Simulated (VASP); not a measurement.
```yaml
crystal:
  lattice:
    - [0.00000, 2.79026, 2.79026]
    - [2.79026, 0.00000, 2.79026]
    - [11.51172, 11.51172, -0.35069]
  atoms:
    - { symbol: Li, position: [0.96959, 0.96959, 0.02281] }
    - { symbol: Li, position: [0.03041, 0.03041, 0.22719] }
    - { symbol: Cl, position: [0.50000, 0.50000, 0.12500] }
    - { symbol: Cl, position: [0.56244, 0.56244, 0.32817] }
    - { symbol: Cl, position: [0.50000, 0.50000, 0.62500] }
    - { symbol: Cl, position: [0.43756, 0.43756, 0.92183] }
    - { symbol: K, position: [0.03100, 0.03100, 0.47675] }
    - { symbol: K, position: [0.96900, 0.96900, 0.77325] }
```

All values below come from PBEsol GGA, VASP's PBE PAW potentials (set 64) (plane waves; VASP). Numerical set-up: 520 eV cut-off, Gaussian smearing of 0.050 eV, potentials Li_sv Cl K_sv.

Question: Give the energies of bands 16 to 29 at the high-symmetry points, in eV from the valence-band maximum.

Answer: 
```tsv
band	Γ	T	H2	L	S0	F
16	-1.31	-1.67	-1.95	-2.15	-1.96	-2.18
17	-1.24	-0.87	-1.91	-1.90	-1.91	-1.80
18	-0.52	-0.51	-1.43	-1.46	-1.42	-1.54
19	-0.52	-0.51	-1.40	-1.16	-1.41	-1.13
20	-0.36	-0.42	-1.38	-1.13	-1.39	-1.08
21	-0.36	-0.42	-1.20	-0.90	-1.19	-1.03
22	-0.31	-0.23	-1.10	-0.74	-1.10	-0.70
23	-0.31	-0.23	-1.02	-0.73	-1.02	-0.66
24	-0.17	-0.21	-0.57	-0.52	-0.56	-0.57
25	-0.17	-0.21	-0.56	-0.31	-0.56	-0.29
26	0.00	-0.11	-0.19	-0.26	-0.19	-0.25
27	5.02	5.29	7.33	6.07	7.33	6.01
28	6.22	5.75	7.61	6.72	7.63	6.96
29	6.32	6.28	7.69	7.27	7.66	6.97
```

The gap is indirect, 5.02 eV, from the valence maximum at F-Γ at 0.82 to the conduction minimum at Γ.

The structure was generated: K2Li2Cl4 was put into an ordered model structure (R-3m), which need not be its known phase. It was relaxed first.
